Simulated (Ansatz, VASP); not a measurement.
# CdF2: VASP beside Ansatz, part 2 of 2

One calculation is typed for both programs; each brings its own data sets. How far apart do they land? The cell is taken from a series of runs on this material, whose earlier steps may have relaxed, scaled, displaced or heated it; both programs get it as it stands.

VASP 6.6.1 and Ansatz 0.2.0.

So far: Set-up; VASP: zone-centre phonons, LDA.

### Step 2. VASP: zone-centre phonons, LDA (continued)

Level of this step: LDA; plane waves and PAW (Cd, F) (VASP).

OUTCAR, selected parts (step 2):

```text
ion  position               nearest neighbor table
   1  0.000  0.000  0.000-   3 2.29   3 2.29   3 2.29   2 2.29   3 2.29   2 2.29   2 2.29   2 2.29

  LATTYP: Found a face centered cubic cell.
 ALAT       =     5.2970213786

 Subroutine GETGRP returns: Found 48 space group operations
 (whereof 48 operations were pure point group operations)

The static configuration has the point symmetry O_h .

 Found     29 irreducible k-points:

   k-points           NKPTS =     29   k-points in BZ     NKDIM =     29   number of bands    NBANDS=     19

   dimension x,y,z NGX =    30 NGY =   30 NGZ =   30
   dimension x,y,z NGXF=    60 NGYF=   60 NGZF=   60

   ENCUT  =  600.0 eV  44.10 Ry    6.64 a.u.   7.48  7.48  7.48*2*pi/ulx,y,z

   NELECT =      26.0000    total number of electrons

 k-points in reciprocal lattice and weights: Automatic mesh
   0.00000000  0.00000000  0.00000000       0.002
   0.12500000  0.00000000  0.00000000       0.016
   0.25000000  0.00000000  0.00000000       0.016
   0.37500000  0.00000000  0.00000000       0.016
   0.50000000  0.00000000  0.00000000       0.008
   0.12500000  0.12500000  0.00000000       0.012
   0.25000000  0.12500000  0.00000000       0.047
   0.37500000  0.12500000  0.00000000       0.047
   0.50000000  0.12500000  0.00000000       0.047
[...]
-0.37500000  0.50000000  0.12500000       0.023
  -0.25000000  0.50000000  0.25000000       0.012

 average (electrostatic) potential at core
       1 -39.4279       2 -77.5958       3 -77.5958

  Total        0.2580029      0.2580029      0.2580029      0.0000000      0.0000000      0.0000000
  in kB       11.1249970     11.1249970     11.1249970      0.0000000      0.0000000      0.0000000
  external PRESSURE =      11.1249970 kB  Pullay stress =       0.0000000 kB

  energy-cutoff  :      600.00
  volume of cell :       37.16
      direct lattice vectors                 reciprocal lattice vectors
     0.000000000  2.648510689  2.648510689    -0.188785343  0.188785343  0.188785343
     2.648510689  0.000000000  2.648510689     0.188785343 -0.188785343  0.188785343
     2.648510689  2.648510689  0.000000000     0.188785343  0.188785343 -0.188785343

 POSITION                                       TOTAL-FORCE (eV/Angst)
 -----------------------------------------------------------------------------------
      0.00000      0.00000      0.00000        -0.000000      0.000000     -0.000000
      1.32426      1.32426      1.32426         0.000000      0.000000      0.000000
      3.97277      3.97277      3.97277        -0.000000     -0.000000     -0.000000
 -----------------------------------------------------------------------------------
    total drift:                                0.000000     -0.000000      0.000000

 MACROSCOPIC STATIC DIELECTRIC TENSOR (including local field effects in DFT)
 ------------------------------------------------------
           2.881434     0.000000    -0.000000
           0.000000     2.881434    -0.000000
           0.000000     0.000000     2.881434
 ------------------------------------------------------

 PIEZOELECTRIC TENSOR (including local field effects)  for field in x, y, z        (C/m^2)
          XX          YY          ZZ          XY          YZ          ZX
  --------------------------------------------------------------------------------
  x     0.00000     0.00000     0.00000     0.00000     0.00000     0.00000
  y     0.00000     0.00000     0.00000     0.00000     0.00000     0.00000
  z     0.00000     0.00000     0.00000     0.00000     0.00000     0.00000

 BORN EFFECTIVE CHARGES (including local field effects) (in |e|, cummulative output)
 ---------------------------------------------------------------------------------
 ion    1
    1     2.42325     0.00000     0.00000
    2     0.00000     2.42325     0.00000
    3     0.00000     0.00000     2.42325
 ion    2
    1    -1.21163     0.00000     0.00000
    2     0.00000    -1.21163     0.00000
    3     0.00000     0.00000    -1.21163
 ion    3
    1    -1.21163     0.00000     0.00000
    2     0.00000    -1.21163     0.00000
    3     0.00000     0.00000    -1.21163

 Eigenvectors and eigenvalues of the dynamical matrix
 ----------------------------------------------------

   1 f  =    9.815017 THz    61.669574 2PiTHz  327.393743 cm-1    40.591632 meV
             X         Y         Z           dx          dy          dz
      0.000000  0.000000  0.000000     0.000000   -0.000000   -0.000000
      1.324255  1.324255  1.324255    -0.168307    0.686784    0.000000
      3.972766  3.972766  3.972766     0.168307   -0.686784    0.000000

   2 f  =    9.815017 THz    61.669574 2PiTHz  327.393743 cm-1    40.591632 meV
             X         Y         Z           dx          dy          dz
      0.000000  0.000000  0.000000    -0.000000    0.000000   -0.000000
      1.324255  1.324255  1.324255    -0.000000    0.000000    0.707107
      3.972766  3.972766  3.972766     0.000000   -0.000000   -0.707107

   3 f  =    9.815017 THz    61.669574 2PiTHz  327.393743 cm-1    40.591632 meV
             X         Y         Z           dx          dy          dz
      0.000000  0.000000  0.000000     0.000000   -0.000000    0.000000
      1.324255  1.324255  1.324255     0.686784    0.168307    0.000000
      3.972766  3.972766  3.972766    -0.686784   -0.168307   -0.000000

   4 f  =    7.565953 THz    47.538286 2PiTHz  252.373035 cm-1    31.290254 meV
             X         Y         Z           dx          dy          dz
      0.000000  0.000000  0.000000    -0.157134   -0.060351   -0.473205
      1.324255  1.324255  1.324255     0.191298    0.073472    0.576089
      3.972766  3.972766  3.972766     0.191298    0.073472    0.576089

   5 f  =    7.565953 THz    47.538286 2PiTHz  252.373035 cm-1    31.290254 meV
             X         Y         Z           dx          dy          dz
      0.000000  0.000000  0.000000    -0.001558   -0.498148    0.064049
      1.324255  1.324255  1.324255     0.001896    0.606455   -0.077974
      3.972766  3.972766  3.972766     0.001896    0.606455   -0.077974

   6 f  =    7.565953 THz    47.538286 2PiTHz  252.373035 cm-1    31.290254 meV
             X         Y         Z           dx          dy          dz
      0.000000  0.000000  0.000000     0.477036   -0.021506   -0.155663
      1.324255  1.324255  1.324255    -0.580753    0.026182    0.189507
      3.972766  3.972766  3.972766    -0.580753    0.026182    0.189507

   7 f/i=    0.003178 THz     0.019967 2PiTHz    0.106004 cm-1     0.013143 meV
             X         Y         Z           dx          dy          dz
      0.000000  0.000000  0.000000    -0.226630   -0.834495    0.000000
      1.324255  1.324255  1.324255    -0.093078   -0.342731    0.000000
      3.972766  3.972766  3.972766    -0.093078   -0.342731    0.000000

   8 f/i=    0.003178 THz     0.019967 2PiTHz    0.106004 cm-1     0.013143 meV
             X         Y         Z           dx          dy          dz
      0.000000  0.000000  0.000000     0.834495   -0.226630   -0.000000
      1.324255  1.324255  1.324255     0.342731   -0.093078   -0.000000
      3.972766  3.972766  3.972766     0.342731   -0.093078   -0.000000

   9 f/i=    0.003178 THz     0.019967 2PiTHz    0.106004 cm-1     0.013143 meV
             X         Y         Z           dx          dy          dz
      0.000000  0.000000  0.000000    -0.000000    0.000000   -0.864722
      1.324255  1.324255  1.324255    -0.000000   -0.000000   -0.355145
      3.972766  3.972766  3.972766    -0.000000    0.000000   -0.355145

 MACROSCOPIC STATIC DIELECTRIC TENSOR IONIC CONTRIBUTION
 ------------------------------------------------------
           4.303001    -0.000000    -0.000000
          -0.000000     4.303001     0.000000
          -0.000000     0.000000     4.303001
 ------------------------------------------------------

 ELASTIC MODULI CONTR FROM IONIC RELAXATION (kBar)
 Direction    XX          YY          ZZ          XY          YZ          ZX
 --------------------------------------------------------------------------------
 XX          -0.0000      0.0000      0.0000     -0.0000      0.0000      0.0000
 YY           0.0000     -0.0000     -0.0000     -0.0000     -0.0000      0.0000
 ZZ           0.0000     -0.0000     -0.0000      0.0000     -0.0000      0.0000
 XY          -0.0000     -0.0000      0.0000   -105.8622      0.0000     -0.0000
 YZ           0.0000     -0.0000     -0.0000      0.0000   -105.8622      0.0000
 ZX           0.0000      0.0000      0.0000     -0.0000      0.0000   -105.8622
 --------------------------------------------------------------------------------

 PIEZOELECTRIC TENSOR IONIC CONTR  for field in x, y, z        (C/m^2)
          XX          YY          ZZ          XY          YZ          ZX
  --------------------------------------------------------------------------------
  x     0.00000     0.00000     0.00000     0.00000     0.00000    -0.00000
  y     0.00000     0.00000     0.00000     0.00000     0.00000    -0.00000
  z    -0.00000     0.00000     0.00000     0.00000     0.00000     0.00000
```

### Step 3. Ansatz: zone-centre phonons, LDA

Ansatz runs on norm-conserving files, of PseudoDojo where its log says so.

The same cell, functional (in two slightly different forms) and mesh now go to Ansatz.

The input, input.yaml:

```yaml
crystal:
  lattice:
    - [0.0, 2.6485106893, 2.6485106893]
    - [2.6485106893, 0.0, 2.6485106893]
    - [2.6485106893, 2.6485106893, 0.0]
  atoms:
    - { symbol: Cd, position: [0.0, 0.0, 0.0] }
    - { symbol: F, position: [0.25, 0.25, 0.25] }
    - { symbol: F, position: [0.75, 0.75, 0.75] }
kpoints:
  mp_grid: { grid: [8, 8, 8] }
hamiltonian:
  xc: lda
  pseudopotentials: { kind: nc, accuracy: standard }
scf:
  occupations: { method: fixed }
output:
  eigenvalues: true
basis:
  ecutwfc: 1278.935
phonons:
  method: dfpt
  dielectric: true
  rigid_motions: translations
```

Run with:

```
$ ansatz run input.yaml --threads 8 --pin off --max-ram 16384MiB --backend cpu --events-out ev --progress --plain --runs-dir out
```

The program printed:

```text
Warning: basis.ecutwfc = 1278.935 eV is below the records' recommended 1387.780699 eV, and the density's cutoff is lower with it unless basis.ecutrho_ratio is high enough to keep the records' density cutoff: compare with a run at a higher cutoff
Engine: ansatz 0.2.0, aarch64-unknown-linux-gnu
Pseudopotentials: kind: nc
Pseudopotential: Cd, nc, valence charge 20, recommended cutoff 1387.780699 eV (normal), Cd.nc.azcp (PseudoDojo's, or run here from an input of PseudoDojo's; its table is named by hamiltonian.pseudopotentials.accuracy)
Pseudopotential: F, nc, valence charge 7, recommended cutoff 1142.878222 eV (normal), F.nc.azcp (PseudoDojo's, or run here from an input of PseudoDojo's; its table is named by hamiltonian.pseudopotentials.accuracy)
Functional definition: SPW92
  exchange = slater_x
  correlation = pw_c
Crystal: 3 atoms, lattice volume = 37.157 Å³
Basis set: ecut = 1278.935 eV, 3839 PW (Γ), exchange–correlation on 90×90×90 points (8 copies of the dense FFT grid, shifted against one another)
Bands: 21, of which v1, the nominal top of the filled ones, is band 17 counted from 1 (16 counted from 0)
Symmetry: 48 space group operations
k-points: 95 of 512 (irreducible under 4 space group operations, time reversal used)
Non-local potential: Cd, projectors of the file, l = 0: 2, l = 1: 2, l = 2: 2
Non-local potential: F, projectors of the file, l = 0: 2, l = 1: 2, l = 2: 1
Initial density: superposition of atomic densities (chi_scale 0.1, normalization cell, long waves kept (reshape's long-wave potential 0.00 eV rms))
Initial wavefunctions: pseudopotential atomic-orbital guess
Functional: x = slater, c = lda
SCF iter   1: F=—  HF=-6115.247224 eV  |F-HF|=—  |Δ(HF+E_count)|=         —  Δρ=2.41e-1  dr2=1.76e1  ethr=3.10e-3  ⟨swp⟩=5.6  Hψ=9417  notcnv=0  defer=186
preconditioner: auto → none  [insulator: Δε(μ)=0.487 eV  Ē_g=17.392 eV  n_scr=14 (ndim 8)  ℏωp=31.1 eV  f_vac=0.087  ε∞_Penn≈4.2]
SCF iter   2: F=—  HF=-6110.358372 eV  |F-HF|=—  |Δ(HF+E_count)|=    4.89e0  Δρ=1.30e-1  dr2=3.67e0  ethr=3.10e-3  ⟨swp⟩=4.4  Hψ=6059  notcnv=0  defer=186
SCF iter   3: F=—  HF=-6109.222987 eV  |F-HF|=—  |Δ(HF+E_count)|=    1.14e0  Δρ=2.08e-2  dr2=5.88e-2  ethr=3.10e-3  ⟨swp⟩=3.0  Hψ=4370  notcnv=0  defer=186
SCF iter   4: F=—  HF=-6109.195635 eV  |F-HF|=—  |Δ(HF+E_count)|=   2.74e-2  Δρ=6.97e-3  dr2=4.51e-3  ethr=1.73e-4  ⟨swp⟩=2.3  Hψ=3411  notcnv=0  defer=188
SCF iter   5: F=—  HF=-6109.194000 eV  |F-HF|=—  |Δ(HF+E_count)|=   1.64e-3  Δρ=9.44e-4  dr2=1.48e-4  ethr=1.33e-5  ⟨swp⟩=3.0  Hψ=3907  notcnv=0  defer=188
SCF iter   6: F=—  HF=-6109.193946 eV  |F-HF|=—  |Δ(HF+E_count)|=   5.44e-5  Δρ=3.93e-4  dr2=2.24e-5  ethr=4.37e-7  ⟨swp⟩=2.3  Hψ=3637  notcnv=0  defer=174
SCF iter   7: F=—  HF=-6109.193923 eV  |F-HF|=—  |Δ(HF+E_count)|=   2.24e-5  Δρ=8.14e-5  dr2=4.43e-7  ethr=6.59e-8  ⟨swp⟩=2.0  Hψ=3108  notcnv=0  defer=87
SCF iter   8: F=—  HF=-6109.194112 eV  |F-HF|=—  |Δ(HF+E_count)|=   1.89e-4  Δρ=1.95e-5  dr2=5.91e-8  ethr=1.30e-9  ⟨swp⟩=2.0  Hψ=3593  notcnv=0  defer=6
SCF iter   9: F=-6109.194112 eV  HF=-6109.194112 eV  |F-HF|=4.64e-11  |Δ(HF+E_count)|=   2.03e-8  Δρ=1.17e-6  dr2=8.94e-11  ethr=1.00e-12  ⟨swp⟩=9.8  Hψ=17070  notcnv=0
SCF 1 converged in 9 iterations: F = -6109.194112 eV  dr2 = 8.94e-11
DFPT response loops at Γ: preconditioner auto → none (the input reference at scf.mixing.eps_inf says where Resta's filter doesn't serve); β = 0.50; Broyden in place of MSR1
SCF converged after 9 iterations
Free energy (F): -6109.194112 eV
Harris-Foulkes:  -6109.194112 eV  (|F-HF|=4.64e-11)
Internal energy: -6109.194112 eV  (E = F + TS)
E sigma→0 (E₀):  -6109.194112 eV
Fermi energy:    6.914860 eV
--- Per-component energies (eV) ---
  E_band       = -463.118486
  E_kinetic    = 2557.237845
  E_local      = -5556.539416  (includes V_loc(G=0)·N_el)
  E_nonlocal   = -45.880978
  E_hartree    = 1745.213613
  E_xc         = -950.207423
  E_vxc        = -908.363468  (∫ρ·V_xc dr)
  E_ewald      = -3859.017753
  E_smearing   = -0.000000  (= −TS)
  E_closure    = -0.000000  (closes the sum)
  Σ components = -6109.194112   (vs F -6109.194112, Δ=0.00e0)
--- Band table (eV; the first three rows and the last of 95) ---
  k-point 0: bands = [... 13 lower, 5.7601, 6.5159, 6.5159, 6.5159, 9.9203, 19.4781, 19.4781, 19.4781]
  k-point 1: bands = [... 13 lower, 5.6675, 6.3613, 6.5064, 6.5064, 10.5322, 18.7492, 19.7337, 19.7337]
  k-point 2: bands = [... 13 lower, 5.3776, 5.7540, 6.5192, 6.5192, 11.8957, 17.5683, 20.3993, 20.3993]
  k-point 94: bands = [... 13 lower, 5.2560, 5.2560, 6.1695, 6.9149, 15.1579, 18.1309, 18.6797, 18.6797]
--- Phonons (Γ-DFPT): 2 representative perturbations + reference, on 95 of 512 k-points (Σ response iterations 7) ---
  k mesh reduced under 4 symmetry operations, with k and −k counted as one. Each operation leaves every solved perturbation unchanged. A smaller set is not considered because the run solves the response to a homogeneous field
  ASR residual: 3.969e-3 → 0.000e0 eV/Å²; symmetrization residual: 2.019e-6 eV/Å²
  ASR residual per site (eV/Å²): 3.97e-3 9.49e-4 9.49e-4
  Γ frequencies (cm⁻¹): 0.00 0.00 0.00 238.58 238.58 238.58 319.15 319.15 319.15
  ε∞ (high-frequency dielectric tensor):
        2.917923    -0.000000    -0.000000
        0.000000     2.917923     0.000000
        0.000000     0.000000     2.917923
  ε⁰ (static dielectric tensor: ions relaxed, cell fixed):
        7.844973     0.000000    -0.000000
        0.000000     7.844973    -0.000000
       -0.000000    -0.000000     7.844973
  ε⁰ − ε∞ (ionic part):
        4.927050     0.000000    -0.000000
        0.000000     4.927050    -0.000000
       -0.000000    -0.000000     4.927050
  softest optical mode at Γ: 238.58 cm⁻¹; the repairs (sum rule, projections) moved no ω² at Γ by more than (3.72 cm⁻¹)²
  Born effective charges Z* (e; rows j = field, columns β = displacement):
    site 0:
         2.45229   -0.00000   -0.00000
         0.00000    2.45229    0.00000
         0.00000   -0.00000    2.45229
    site 1:
        -1.22615    0.00000    0.00000
        -0.00000   -1.22615   -0.00000
         0.00000    0.00000   -1.22615
    site 2:
        -1.22615    0.00000    0.00000
        -0.00000   -1.22615   -0.00000
         0.00000    0.00000   -1.22615
  Z* charge neutrality: 2.065e-4 e pre-enforcement
  k-mesh period / interband length: 30.0 Å / 1.35 Å = 22.23 at k = (0.0000, 0.0000, 0.0000), direct gap 3.404 eV — 14 or more, which is no proof of convergence
  optical modes at Γ without the LO–TO term, one row a degenerate level:
      ω (cm⁻¹)  modes    IR ((D/Å)²/amu)
        238.58      3            14.6568
        319.15      3             0.0000
  optical modes at Γ + LO–TO along q̂ = [1.0000, 0.0000, 0.0000]:
      ω (cm⁻¹)  modes    IR ((D/Å)²/amu)
        238.58      2             9.7712
        319.15      3             0.0000
        391.19      1             4.8856
  optical modes at Γ + LO–TO along q̂ = [0.0000, 1.0000, 0.0000]:
      ω (cm⁻¹)  modes    IR ((D/Å)²/amu)
        238.58      2             9.7712
        319.15      3             0.0000
        391.19      1             4.8856
  optical modes at Γ + LO–TO along q̂ = [0.0000, 0.0000, 1.0000]:
      ω (cm⁻¹)  modes    IR ((D/Å)²/amu)
        238.58      2             9.7712
        319.15      3             0.0000
        391.19      1             4.8856
```

Reading the cycles: dr2 is the Hartree energy of the density residual (eV), the measure of convergence; HF is the Harris–Foulkes estimate of the energy, which meets the free energy F at convergence.

### Step 4. Differences

Known differences besides the potentials themselves: the two LDA forms differ slightly; fixed occupations in Ansatz, narrow Gaussian smearing in VASP; the data sets hold 34 valence electrons in Ansatz (on norm-conserving files, of PseudoDojo where its log says so) and 26 in VASP; the cutoff is 1278.93 eV in Ansatz and 600 eV in VASP; VASP's log shows a relativistic correction to its local exchange, Ansatz's none; Ansatz's log warns that its cutoff lies below the recommended one. Total energies have different zeros and are not compared.

Both answers:

| quantity | Ansatz | VASP | difference |
| --- | --- | --- | --- |
| ε∞ xx | 2.92 | 2.88 | +1.27 % |
| ε∞ yy | 2.92 | 2.88 | +1.27 % |
| ε∞ zz | 2.92 | 2.88 | +1.27 % |
| Born charge of Cd1 (mean of the diagonal) (e) | 2.45 | 2.42 | +0.03 |
| Born charge of F2 (mean of the diagonal) (e) | -1.23 | -1.21 | -0.01 |
| optical mode 1 to 3 (cm⁻¹) | 238.6 | 252.4 | -5.47 % |
| optical mode 4 to 6 (cm⁻¹) | 319.1 | 327.4 | -2.52 % |

Modes are paired by rising frequency, not by their patterns, so a pair may set unlike modes beside each other; they are those without the splitting of longitudinal modes.

### Step 5. Other set-ups

Further runs change the set-up of one program: Ansatz's method, potentials or start, or VASP's data sets, cutoff or form of LDA. The table gives Ansatz less VASP for each quantity, since a change that brings one quantity closer may part another.

| run | ε∞ xx (%) | ε∞ yy (%) | ε∞ zz (%) | optical mode 1 to 3 (%) | optical mode 4 to 6 (%) | Born charge of Cd1 (mean of the diagonal) (e) |
| --- | --- | --- | --- | --- | --- | --- |
| as above | 1.3 | 1.3 | 1.3 | -5.5 | -2.5 | 0.029 |
| VASP with the data sets Cd_sv_GW and F | -0.23 | -0.23 | -0.23 | -1.4 | -0.77 | 0.0041 |

### Step 6. Summary of results

```json
{"r.m.s. difference of the optical zone-centre modes, each program's sorted by frequency (zone-centre phonons, LDA)": "11 cm⁻¹", "difference in optical mode 1 to 3 (zone-centre phonons, LDA)": "-5.5 %"}
```

**Reading.** The r.m.s. difference of the optical zone-centre modes, each program's sorted by frequency is 11 cm⁻¹ (zone-centre phonons, LDA). The data sets hold unlike numbers of valence electrons (34 in Ansatz and 26 in VASP), so part of the differences comes from the potentials. Among the rows given in per cent, the largest difference of the zone-centre phonons, LDA pair is in optical mode 1 to 3, -5.5 %. Zone-centre phonons, LDA, VASP with the data sets Cd_sv_GW and F: the difference in ε∞ xx goes from 1.3 to -0.23 %; the difference in ε∞ yy goes from 1.3 to -0.23 %; the difference in ε∞ zz goes from 1.3 to -0.23 %; the difference in optical mode 1 to 3 goes from -5.5 to -1.4 %; the difference in optical mode 4 to 6 goes from -2.5 to -0.77 %; the difference in Born charge of Cd1 (mean of the diagonal) goes from 0.029 to 0.0041 e. How closely two codes agree says nothing of how well the functional describes the real material.

[Lines on the potential files, build, host, timing and source positions are cut from VASP's logs without a mark.]

[Logs are printed without paths, hosts, clocks, repeated set-up lines and the standing remarks that a program may print on its own settings, such as how far it seeks lower states.]

[Hosts, paths, dates, database ids (printed as entryN), source tags and the programs' standing remarks are cut or masked in the printed files.]
